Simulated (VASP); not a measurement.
Method: PBE GGA, VASP's PBE PAW potentials (set 64) (plane waves; VASP 6.6.1).

Input for VASP

**POSCAR**
```
FeAl
2.910
  1.0000000000   0.0000000000   0.0000000000
  0.0000000000   1.0000000000   0.0000000000
  0.0000000000   0.0000000000   1.0000000000
Al Fe
1 1
Direct
  0.5000000000   0.5000000000   0.5000000000
  0.0000000000   0.0000000000   0.0000000000
```

### INCAR
```
! general
SYSTEM   =  FeAl
PREC     =  Accurate
ENCUT    =  400   ! plane-wave cut-off (eV)
LREAL    =  .False.   ! projection in real space or not
LASPH    =  .True.   ! aspherical one-centre terms

! electronic loop
EDIFF    =  1E-6
NELM     =  100   ! most electronic steps
ALGO     =  Normal   ! blocked Davidson
LMAXMIX  =  4   ! l cut-off of mixed one-centre charges

! smearing
ISMEAR   =  1
SIGMA    =  0.1

! functional
GGA      =  PE

! ions
ISIF     =  2   ! forces and stress, cell fixed

! output
LWAVE    =  .False.
LCHARG   =  .False.
```

KPOINTS:
```
Automatic mesh
0
G
 4 4 4
```

POTCAR, in this order: Al Fe (PBE.64 set). Program: vasp_std.

Problem. What will the output report for the number of irreducible k-points (NKPTS), number of bands (NBANDS), largest plane-wave count, number of space-group operations, FFT grid (NGX, NGY, NGZ)?

Solution. 
```yaml
number of irreducible k-points (NKPTS): 10
number of bands (NBANDS): 9
largest_plane_wave_count: 468
number_of_space_group_operations: 48
FFT grid (NGX, NGY, NGZ): 20 × 20 × 20
```

The compound is FeAl in the CsCl type structure. The cell was not relaxed at this level. The k-mesh is coarse (spacing up to 0.54 per Å, 2π included), so the numbers may not be converged in it. The run is one of a series of settings (KPOINTS 4×4×4 Γ-centred mesh against the base run), some of them coarse on purpose. The run is not spin-polarised, so no magnetic state was tried. The electron count is odd and the run is not spin-polarised, which forces a metal.
